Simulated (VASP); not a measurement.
# SiN with LDA: from relaxation to properties, part 6 of 7

What structure does SiN take at this level, and what are its properties? The cell is invented: it takes the structure of a Materials Project entry for ZrN (space group 164 there), with some of its atoms replaced by other elements, volume scaled by an estimate. It may not be a known or stable phase.

VASP 6.6.1, plane waves and PAW; the level of theory is named at each step.

So far. Step 14 (Volume scan with LDA, volume scale 1.06): The pressure falls from -8.02 to -11.21 GPa. The parabola predicted -11.54 GPa, -0.33 GPa off. Step 16 (Fit for LDA): The fitted volume lies -0.00 % from the relaxed one. The relaxed cell has a = 2.710, c = 5.246 Å (conventional setting).

## (17) Vibrations at Γ (LDA)

This step: LDA; plane waves and PAW (Si, N); invented cell (VASP 6.6.1).

Zone-centre modes test whether the atoms sit at a minimum within this cell. IBRION = 8 takes the force constants from linear response, which needs tightly converged orbitals.

The input, INCAR:

```
SYSTEM = SiN
PREC = Accurate
ENCUT = 520
EDIFF = 1E-08
NELM = 100
ISMEAR = 1
SIGMA = 0.2
LREAL = .FALSE.
ALGO = Normal
GGA = CA
NBANDS = 15
LORBIT = 11
LWAVE = .FALSE.
LCHARG = .FALSE.
KPAR = 2
IBRION = 8
ISIF = 2
```

The input, POSCAR:

```
SiN
1.0
    2.7096700738      0.0000000000      0.0000000000
   -1.3548350369      2.3466431169      0.0000000000
    0.0000000000      0.0000000000      5.2455828820
Si N
2 2
Direct
    0.6666666670      0.3333333330      0.7500000000
    0.3333333330      0.6666666670      0.2500000000
    0.0000000000      0.0000000000      0.0000000000
    0.0000000000      0.0000000000      0.5000000000
```

The input, KPOINTS:

```
Automatic mesh
0
Gamma
16 16 8
0 0 0
```

Potentials, in the order of the species: Si and N (LDA family, release 64).

Command:

```sh
$ mpirun -np 2 vasp_std
```

The program printed:

```text
[... set-up lines as in an earlier step ...]
 entering main loop
       N       E                     dE             d eps       ncg     rms          rms(c)
DAV:   1     0.393851846473E+02    0.39385E+02   -0.89115E+03  4500   0.113E+03
DAV:   2    -0.291983335023E+02   -0.68584E+02   -0.64707E+02  6039   0.187E+02
DAV:   3    -0.316657341759E+02   -0.24674E+01   -0.24466E+01  6229   0.353E+01
DAV:   4    -0.316779144124E+02   -0.12180E-01   -0.12178E-01  5242   0.283E+00
DAV:   5    -0.316780280113E+02   -0.11360E-03   -0.11359E-03  6257   0.236E-01    0.107E+01
DAV:   6    -0.294793822406E+02    0.21986E+01   -0.70426E+00  5655   0.190E+01    0.529E+00
DAV:   7    -0.294776521692E+02    0.17301E-02   -0.38545E-01  5424   0.448E+00    0.244E+00
DAV:   8    -0.294584126226E+02    0.19240E-01   -0.27506E-02  5970   0.137E+00    0.682E-01
DAV:   9    -0.294555921263E+02    0.28205E-02   -0.29369E-03  6019   0.425E-01    0.894E-02
DAV:  10    -0.294556096827E+02   -0.17556E-04   -0.28233E-04  5886   0.116E-01    0.500E-02
DAV:  11    -0.294556042843E+02    0.53985E-05   -0.14965E-05  5921   0.284E-02    0.124E-02
DAV:  12    -0.294556040902E+02    0.19408E-06   -0.13492E-06  5928   0.932E-03    0.573E-03
DAV:  13    -0.294556040531E+02    0.37122E-07   -0.18292E-07  5970   0.300E-03    0.115E-03
DAV:  14    -0.294556040522E+02    0.81536E-09   -0.97250E-09  4042   0.813E-04
   1 F= -.29455604E+02 E0= -.29456407E+02  d E =0.240938E-02
 Linear response reoptimize wavefunctions to high precision
DAV:   1    -0.294556040523E+02   -0.32969E-10   -0.12487E-09  4455   0.281E-04
DAV:   2    -0.294556040523E+02   -0.15461E-10   -0.11206E-10  3461   0.785E-05
 Linear response DOF=           4
 Linear response progress:
  Degree of freedom:   1/  4
       N       E                     dE             d eps       ncg     rms          rms(c)
RMM:   1    -0.116726578008E-01   -0.11673E-01   -0.20806E-03 43992   0.798E-01
RMM:   2    -0.110324249187E-01    0.64023E-03   -0.42997E-04 31890   0.149E-01    0.833E-02
RMM:   3    -0.109779721677E-01    0.54453E-04   -0.16787E-05 33693   0.265E-02    0.491E-02
RMM:   4    -0.109691067564E-01    0.88654E-05   -0.15907E-05 33392   0.269E-02    0.399E-03
RMM:   5    -0.109675598671E-01    0.15469E-05   -0.40942E-07 34581   0.509E-03    0.743E-04
RMM:   6    -0.109679227748E-01   -0.36291E-06    0.29859E-07 35875   0.513E-04    0.332E-04
RMM:   7    -0.109680807920E-01   -0.15802E-06   -0.61829E-08 35819   0.215E-04    0.257E-05
RMM:   8    -0.109680477054E-01    0.33087E-07    0.93899E-09 36133   0.479E-05    0.141E-05
RMM:   9    -0.109680345008E-01    0.13205E-07    0.37422E-09 36674   0.217E-05    0.108E-06
RMM:  10    -0.109680362030E-01   -0.17023E-08    0.17446E-09 31868   0.138E-05    0.565E-07
 first order change of Fermi-energy   0.15664E-05
 force on displaced ion       1 direction 1 :  -0.013  -0.000   0.000
 Linear response progress:
  Degree of freedom:   2/  4
       N       E                     dE             d eps       ncg     rms          rms(c)
RMM:   1    -0.446685841915E-01   -0.44669E-01    0.71778E-02 17488   0.187E+00
RMM:   2    -0.297984942697E-01    0.14870E-01    0.31911E-03 10587   0.461E-01    0.138E-01
RMM:   3    -0.294694639870E-01    0.32903E-03   -0.13551E-04 11321   0.121E-01    0.862E-02
RMM:   4    -0.293822780549E-01    0.87186E-04   -0.20538E-03 11130   0.109E-01    0.348E-02
RMM:   5    -0.292267245462E-01    0.15555E-03   -0.69262E-04 11664   0.272E-02    0.156E-02
RMM:   6    -0.291837735237E-01    0.42951E-04   -0.17006E-04 11151   0.802E-03    0.177E-03
RMM:   7    -0.291721031765E-01    0.11670E-04   -0.57018E-05 11502   0.211E-03    0.514E-04
RMM:   8    -0.291689650433E-01    0.31381E-05   -0.21988E-05 11605   0.525E-04    0.155E-04
RMM:   9    -0.291663703225E-01    0.25947E-05    0.17043E-06 11832   0.217E-04    0.379E-05
RMM:  10    -0.291669753607E-01   -0.60504E-06   -0.58209E-06 11874   0.536E-05    0.110E-05
RMM:  11    -0.291667869123E-01    0.18845E-06   -0.14239E-06 11903   0.326E-05    0.287E-06
RMM:  12    -0.291669210776E-01   -0.13417E-06   -0.28122E-06 11700   0.209E-05    0.880E-07
RMM:  13    -0.291668040668E-01    0.11701E-06   -0.14017E-06  9111   0.178E-05    0.251E-07
RMM:  14    -0.291668977550E-01   -0.93688E-07   -0.23907E-06  8057   0.174E-05    0.132E-07
RMM:  15    -0.291668196528E-01    0.78102E-07   -0.15661E-06  7122   0.172E-05    0.919E-08
 first order change of Fermi-energy   0.38130E-04
 force on displaced ion       1 direction 3 :   0.000   0.000 -24.055
 Linear response progress:
  Degree of freedom:   3/  4
       N       E                     dE             d eps       ncg     rms          rms(c)
RMM:   1    -0.222257857338E+00   -0.22226E+00    0.16209E-01 32924   0.316E+00
RMM:   2    -0.222256058537E+00    0.17988E-05   -0.53627E-03 27123   0.485E-01    0.150E-01
RMM:   3    -0.223206693405E+00   -0.95063E-03   -0.41373E-04 26512   0.132E-01    0.828E-02
RMM:   4    -0.224659846245E+00   -0.14532E-02   -0.32578E-04 26095   0.116E-01    0.186E-02
RMM:   5    -0.224677029236E+00   -0.17183E-04   -0.12591E-05 29700   0.231E-02    0.140E-03
RMM:   6    -0.224677844436E+00   -0.81520E-06    0.40547E-07 30727   0.237E-03    0.647E-04
RMM:   7    -0.224684508574E+00   -0.66641E-05    0.14223E-06 30498   0.624E-04    0.103E-04
RMM:   8    -0.224682940321E+00    0.15683E-05    0.55176E-08 31140   0.163E-04    0.352E-05
RMM:   9    -0.224683109718E+00   -0.16940E-06    0.10518E-07 31289   0.743E-05    0.384E-06
RMM:  10    -0.224683117836E+00   -0.81183E-08   -0.45737E-09 31426   0.469E-05    0.182E-06
 first order change of Fermi-energy  -0.66259E-04
 force on displaced ion       3 direction 1 :  -0.200   0.000   0.000
 Linear response progress:
  Degree of freedom:   4/  4
       N       E                     dE             d eps       ncg     rms          rms(c)
RMM:   1    -0.252838126634E+00   -0.25284E+00    0.25274E-01 12478   0.332E+00
RMM:   2    -0.251468027136E+00    0.13701E-02   -0.61819E-03 10503   0.532E-01    0.186E-01
RMM:   3    -0.252362969043E+00   -0.89494E-03   -0.50505E-04 10120   0.141E-01    0.102E-01
RMM:   4    -0.253802547262E+00   -0.14396E-02   -0.32817E-04 10091   0.114E-01    0.204E-02
RMM:   5    -0.253873518443E+00   -0.70971E-04   -0.11757E-05 11278   0.211E-02    0.784E-03
RMM:   6    -0.253862450531E+00    0.11068E-04   -0.10323E-06 10657   0.680E-03    0.135E-03
RMM:   7    -0.253883243571E+00   -0.20793E-04   -0.35759E-07 11638   0.169E-03    0.605E-04
RMM:   8    -0.253880750030E+00    0.24935E-05   -0.25644E-07 11610   0.436E-04    0.127E-04
RMM:   9    -0.253880439862E+00    0.31017E-06   -0.47510E-08 12028   0.115E-04    0.385E-05
RMM:  10    -0.253880371684E+00    0.68178E-07   -0.53747E-08 11892   0.697E-05    0.472E-06
RMM:  11    -0.253880366748E+00    0.49357E-08   -0.39503E-08 11734   0.517E-05    0.165E-06
 first order change of Fermi-energy   0.81006E-04
 force on displaced ion       3 direction 3 :  -0.000   0.000   5.099
 Linear response finished
```

It took 3.3 min on 2 MPI ranks of Intel Xeon 6975P-C (Granite Rapids), shared host; peak memory 1.3 GiB; 6.6 min of CPU time.

Parts of OUTCAR (step 17):

```text
   k-points           NKPTS =    150   k-points in BZ     NKDIM =    150   number of bands    NBANDS=     15

   NELECT =      18.0000    total number of electrons

  Total       -0.2312006     -0.2312006     -0.1467580      0.0000000      0.0000000      0.0000000
  in kB      -11.1056063    -11.1056063     -7.0494470      0.0000000      0.0000000      0.0000000
  external PRESSURE =      -9.7535532 kB  Pullay stress =       0.0000000 kB

 POSITION                                       TOTAL-FORCE (eV/Angst)
 -----------------------------------------------------------------------------------
      1.35484      0.78221      3.93419         0.000000     -0.000000      0.000000
     -0.00000      1.56443      1.31140        -0.000000      0.000000      0.000000
      0.00000      0.00000      0.00000        -0.000000     -0.000000      0.000000
      0.00000      0.00000      2.62279         0.000000     -0.000000      0.000000
 -----------------------------------------------------------------------------------
    total drift:                               -0.000000      0.000000     -0.000000

 Eigenvectors and eigenvalues of the dynamical matrix
 ----------------------------------------------------

   1 f  =   20.981060 THz   131.827887 2PiTHz  699.852823 cm-1    86.770652 meV
             X         Y         Z           dx          dy          dz
      1.354835  0.782214  3.934187    -0.000000   -0.000000   -0.707107
     -0.000000  1.564429  1.311396    -0.000000    0.000000    0.707107
      0.000000  0.000000  0.000000     0.000000   -0.000000    0.000000
      0.000000  0.000000  2.622791    -0.000000    0.000000   -0.000000

   2 f  =    5.853143 THz    36.776379 2PiTHz  195.239819 cm-1    24.206642 meV
             X         Y         Z           dx          dy          dz
      1.354835  0.782214  3.934187     0.000000   -0.000000   -0.000000
     -0.000000  1.564429  1.311396     0.000000   -0.000000   -0.000000
      0.000000  0.000000  0.000000    -0.707107    0.000000   -0.000000
      0.000000  0.000000  2.622791     0.707107   -0.000000   -0.000000

   3 f  =    5.853143 THz    36.776379 2PiTHz  195.239818 cm-1    24.206641 meV
             X         Y         Z           dx          dy          dz
      1.354835  0.782214  3.934187    -0.000000   -0.000000    0.000000
     -0.000000  1.564429  1.311396    -0.000000   -0.000000    0.000000
      0.000000  0.000000  0.000000    -0.000000   -0.707107    0.000000
      0.000000  0.000000  2.622791     0.000000    0.707107   -0.000000

   4 f  =    3.722044 THz    23.386295 2PiTHz  124.154037 cm-1    15.393132 meV
             X         Y         Z           dx          dy          dz
      1.354835  0.782214  3.934187     0.707107    0.000000   -0.000000
     -0.000000  1.564429  1.311396    -0.707107   -0.000000    0.000000
      0.000000  0.000000  0.000000    -0.000000    0.000000   -0.000000
      0.000000  0.000000  2.622791    -0.000000    0.000000   -0.000000

   5 f  =    3.722044 THz    23.386295 2PiTHz  124.154037 cm-1    15.393132 meV
             X         Y         Z           dx          dy          dz
      1.354835  0.782214  3.934187     0.000000   -0.707107    0.000000
     -0.000000  1.564429  1.311396    -0.000000    0.707107   -0.000000
      0.000000  0.000000  0.000000     0.000000    0.000000    0.000000
      0.000000  0.000000  2.622791     0.000000   -0.000000    0.000000

   6 f  =    0.003102 THz     0.019489 2PiTHz    0.103465 cm-1     0.012828 meV
             X         Y         Z           dx          dy          dz
      1.354835  0.782214  3.934187     0.000000    0.000000   -0.577478
     -0.000000  1.564429  1.311396     0.000000    0.000000   -0.577478
      0.000000  0.000000  0.000000     0.000000    0.000000   -0.408068
      0.000000  0.000000  2.622791     0.000000    0.000000   -0.408068

   7 f  =    0.002666 THz     0.016750 2PiTHz    0.088921 cm-1     0.011025 meV
             X         Y         Z           dx          dy          dz
      1.354835  0.782214  3.934187     0.538129   -0.209481    0.000000
     -0.000000  1.564429  1.311396     0.538129   -0.209481    0.000000
      0.000000  0.000000  0.000000     0.380288   -0.148038    0.000000
      0.000000  0.000000  2.622791     0.380288   -0.148038    0.000000

   8 f  =    0.002666 THz     0.016750 2PiTHz    0.088921 cm-1     0.011025 meV
             X         Y         Z           dx          dy          dz
      1.354835  0.782214  3.934187    -0.209481   -0.538129   -0.000000
     -0.000000  1.564429  1.311396    -0.209481   -0.538129   -0.000000
      0.000000  0.000000  0.000000    -0.148038   -0.380288   -0.000000
      0.000000  0.000000  2.622791    -0.148038   -0.380288   -0.000000

   9 f/i=    6.396067 THz    40.187676 2PiTHz  213.349839 cm-1    26.451997 meV
             X         Y         Z           dx          dy          dz
      1.354835  0.782214  3.934187    -0.000000   -0.408086    0.000000
     -0.000000  1.564429  1.311396    -0.000000   -0.408086    0.000000
      0.000000  0.000000  0.000000     0.000000    0.577465    0.000000
      0.000000  0.000000  2.622791     0.000000    0.577465    0.000000

  10 f/i=    6.396067 THz    40.187676 2PiTHz  213.349839 cm-1    26.451997 meV
             X         Y         Z           dx          dy          dz
      1.354835  0.782214  3.934187     0.408086   -0.000000    0.000000
     -0.000000  1.564429  1.311396     0.408086   -0.000000    0.000000
      0.000000  0.000000  0.000000    -0.577465    0.000000   -0.000000
      0.000000  0.000000  2.622791    -0.577465    0.000000    0.000000

  11 f/i=    8.042809 THz    50.534459 2PiTHz  268.279229 cm-1    33.262370 meV
             X         Y         Z           dx          dy          dz
      1.354835  0.782214  3.934187     0.000000   -0.000000   -0.408068
     -0.000000  1.564429  1.311396     0.000000   -0.000000   -0.408068
      0.000000  0.000000  0.000000    -0.000000    0.000000    0.577478
      0.000000  0.000000  2.622791    -0.000000    0.000000    0.577478

  12 f/i=   11.612738 THz    72.964986 2PiTHz  387.359250 cm-1    48.026404 meV
             X         Y         Z           dx          dy          dz
      1.354835  0.782214  3.934187    -0.000000    0.000000    0.000000
     -0.000000  1.564429  1.311396    -0.000000    0.000000    0.000000
      0.000000  0.000000  0.000000     0.000000   -0.000000   -0.707107
      0.000000  0.000000  2.622791     0.000000   -0.000000    0.707107

 ELASTIC MODULI CONTR FROM IONIC RELAXATION (kBar)
 Direction    XX          YY          ZZ          XY          YZ          ZX
 --------------------------------------------------------------------------------
 XX       -1809.3897   1809.3897     -0.0000      0.0000      0.0000      0.0000
 YY        1809.3897  -1809.3896      0.0000     -0.0000     -0.0000      0.0000
 ZZ          -0.0000      0.0000     -0.0000      0.0000     -0.0000      0.0000
 XY           0.0000     -0.0000      0.0000  -1809.3897      0.0000      0.0000
 YZ           0.0000     -0.0000     -0.0000      0.0000     -0.0000      0.0000
 ZX           0.0000      0.0000      0.0000      0.0000      0.0000      0.0000
 --------------------------------------------------------------------------------

[... 7 parts as in an earlier step ...]

[... 3 further parts left out ...]
```

Energies printed during the response cycles are not total energies of the cell.

Numbers from this step:

```yaml
irreducible_k_points: 150
pressure_of_the_cell: -0.9754 GPa
largest_force_of_the_cell: 0 eV/Å
fermi_energy: 13.65 eV
```

Modes at Γ, with each element's share of the kinetic energy (negative means imaginary):

| mode | frequency (cm⁻¹) | symmetry | Si % | N % |
| --- | --- | --- | --- | --- |
| 1 | -387.4 | Bu | 0 | 100 |
| 2 | -268.3 | A2u | 33 | 67 |
| 3 | -213.3 | E1u | 33 | 67 |
| 4 | -213.3 | E1u | 33 | 67 |
| 5 | 0.1 | acoustic | 67 | 33 |
| 6 | 0.1 | acoustic | 67 | 33 |
| 7 | 0.1 | acoustic | 67 | 33 |
| 8 | 124.2 | E2g | 100 | 0 |
| 9 | 124.2 | E2g | 100 | 0 |
| 10 | 195.2 | E2u | 0 | 100 |
| 11 | 195.2 | E2u | 0 | 100 |
| 12 | 699.9 | Bg | 100 | 0 |

Displacements in mode 1 (-387.4 cm⁻¹), the largest set to 1:
```
Si1  0.00  0.00  0.00
Si2  0.00  0.00  0.00
N3   0.00  0.00 -1.00
N4   0.00  0.00  1.00
```

Displacements in mode 12 (699.9 cm⁻¹), the largest set to 1:
```
Si1  0.00  0.00 -1.00
Si2  0.00  0.00  1.00
N3   0.00  0.00  0.00
N4   0.00  0.00  0.00
```

The three acoustic modes lie within 0.1 cm⁻¹ of zero, but 4 optical modes are imaginary, so the cell is a saddle point and not a minimum. By the characters of their eigenvectors the optical modes sort into (cm⁻¹) Raman active: E2g 124; infrared active: A2u 268i, E1u 213i; silent: Bu 387i, E2u 195, Bg 700. B labels carry no number here, since it depends on the setting of the axes. With a centre of inversion no mode is active in both.

(Continued in part 7 of 7.)

[Lines on the potential files, build, host, timing and source positions are cut from VASP's logs without a mark.]

[Logs are printed without paths, hosts, clocks, repeated set-up lines and the standing remarks that a program may print on its own settings, such as how far it seeks lower states.]

[Hosts, paths, dates, database ids (printed as entryN), source tags and the programs' standing remarks are cut or masked in the printed files.]

[A measured line is paired with the nearest computed mode of its activity, which favours agreement.]
